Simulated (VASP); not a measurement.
Given:

```xyz
6
Lattice="1.6703 -2.8930 0.0000 1.6703 2.8930 0.0000 0.0000 0.0000 17.5962" Properties=species:S:1:pos:R:3 pbc="T T T"
W      1.6703     0.9643     4.3990
W      1.6703    -0.9643    13.1971
Se     1.6703     0.9643    14.8786
Se     1.6703    -0.9643     6.0805
Se     1.6703    -0.9643     2.7176
Se     1.6703     0.9643    11.5157
```

All values below come from revPBE GGA, VASP's PBE PAW potentials (set 64) (plane waves; VASP). Numerical set-up: 520 eV cut-off, 7×7×2 Γ-centred mesh, Gaussian smearing of 0.050 eV, potentials W_sv Se.

Without a dispersion term in the relaxation, distances and binding between the weakly bound layers, chains or molecules are unreliable, and so is what depends on them.

**Question.** Predict the energy per atom (σ→0).

**Answer.** 
- energy per atom (σ→0) = -663.0 kJ/mol-atom

The absolute energy has meaning only against runs of the same code, potentials and settings.

The compound is WSe2 in the 2H layered structure. It was relaxed first, which changed the volume by +41 %. The start is the result of an earlier pass.
